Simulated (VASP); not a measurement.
Here is a VASP 6.6.1 calculation.

File INCAR:

```
  ALGO = Fast
  EDIFF = 1E-6
  ENCUT = 520
  GGA = PE
  ISIF = 2
  ISMEAR = 0
  LASPH = True
  LCHARG = True
  LELF = True
  LREAL = False
  LVHAR = True
  LWAVE = False
  NBANDS = 26
  NELM = 80
  PREC = Accurate
  SIGMA = 0.1
```

Contents of KPOINTS:

```
k-points
0
Gamma
  12 12 12
```

POSCAR

```
RbIr3
1.0
    4.1550415853      0.0000000000      0.0000000000
    0.0000000000      4.1550415853      0.0000000000
    0.0000000000      0.0000000000      4.1550415853
Rb Ir
1 3
Direct
    0.5000000000      0.5000000000      0.5000000000
    0.5000000000      0.0000000000      0.0000000000
    0.0000000000      0.5000000000      0.0000000000
    0.0000000000      0.0000000000      0.5000000000
```

Potentials or basis: VASP PAW PBE potentials, release 64 (Rb_sv, Ir).

Run with:

```sh
$ cat potpaw_PBE.64/Rb_sv/POTCAR potpaw_PBE.64/Ir/POTCAR > POTCAR
$ mpirun -np 1 vasp_std > vasp.out
```

Predict the pressure.

0.7 GPa.

Estimate the band gap on the k mesh.

none (metal or under the smearing width).

The run has no spin-orbit coupling, so splittings on Ir are missing.
